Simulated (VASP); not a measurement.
Here is a VASP 6.6.1 calculation.

File INCAR:

```
SYSTEM = Au
PREC = Accurate
ENCUT = 520
EDIFF = 1E-6
ISMEAR = 1
SIGMA = 0.1
LREAL = .FALSE.
LASPH = .TRUE.
NELM = 80
ALGO = Normal
ISIF = 2
LWAVE = .FALSE.
LCHARG = .FALSE.
LDIPOL = .TRUE.
IDIPOL = 3
DIPOL = 0.5 0.5 0.500
GGA = PS
IBRION = 2
NSW = 80
EDIFFG = -0.02
KPAR = 2
```

KPOINTS

```
Automatic mesh
0
G
  15 15 1
  0 0 0
```

POSCAR

```
Au
1.0
    2.8862034100      0.0000000000      0.0000000000
   -1.4431017000      2.4995254700      0.0000000000
    0.0000000000      0.0000000000     26.7828760600
Au
6
Direct
    0.6666666700      0.3333333300      0.2800296700
    0.3333333300      0.6666666700      0.3680178000
    0.0000000000      0.0000000000      0.4560059300
    0.6666666700      0.3333333300      0.5439940700
    0.3333333300      0.6666666700      0.6319822000
    0.0000000000      0.0000000000      0.7199703300
```

Potentials or basis: VASP PAW PBE potentials, release 64 (Au).

Command:

```console
$ cat potpaw_PBE.64/Au/POTCAR > POTCAR
$ mpirun -np 2 vasp_std > vasp.out
```

What does it give for the energy gained by relaxing?

0.3 meV/atom.

What does it give for the band gap on the k mesh?

None (metal or under the smearing width).

Forces on the atoms (eV/Å):
```
Au   0.000  0.000 -0.018
Au   0.000  0.000 -0.004
Au   0.000  0.000  0.014
Au   0.000  0.000 -0.014
Au   0.000  0.000  0.004
Au   0.000  0.000  0.018
```

Caveat: the PAW data sets were made with another functional, which shifts forces and pressure a little. The run has no spin-orbit coupling, so splittings on Au are missing.
